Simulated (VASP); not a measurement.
Given:

```xyz
1
Lattice="-2.7874 2.7874 2.7874 2.7874 -2.7874 2.7874 2.7874 2.7874 -2.7874" Properties=species:S:1:pos:R:3 pbc="T T T"
Rb     0.0000     0.0000     0.0000
```

Method: PBEsol GGA, VASP's PBE PAW potentials (set 64) (plane waves; VASP 6.6.1). Run with 400 eV cut-off, Gaussian smearing of 0.050 eV, potentials Rb_sv.

Problem. Estimate the band gap (along the path) with the smallest direct gap where there is one.

Solution. 
```json
{
  "band gap (along the path)": "none (metal, semimetal or under 0.01 eV)"
}
```

Total energies compare only between runs with the same potentials, cut-off and functional.

The compound is Rb in the bcc structure. It was relaxed first.
